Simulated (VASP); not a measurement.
Here is the system:

```
Cd3ZnS4
1.0
    4.05773    -6.98520    -0.00654
    2.01025     3.48185     0.00000
   -0.00533     0.00308     6.59023
Zn Cd S
1 3 4
Cartesian
  2.01558  -1.16370   3.29413
  2.05601   1.13420   0.03271
  4.06695  -4.66929   3.27361
  4.00219  -2.31066   0.00584
  2.00341  -1.15668   5.61625
  2.12310   1.09546   2.55815
  4.06422  -4.66771   5.79275
  3.92177  -2.26423   2.51891
```

Method: PBEsol GGA, VASP's PBE PAW potentials (set 64) (plane waves; VASP). Settings: 400 eV cut-off, Gaussian smearing of 0.050 eV, potentials Zn Cd S.

Question: Estimate the band gap (along the path) with the smallest direct gap where there is one.

Answer: 
The band gap (along the path) is 1.21 eV and the smallest direct gap (along the path) is 1.21 eV.

Total energies compare only between runs with the same potentials, cut-off and functional.

The structure was generated: Cd3ZnS4 was put into an ordered model structure (Pm), which need not be its known phase. It was relaxed first.
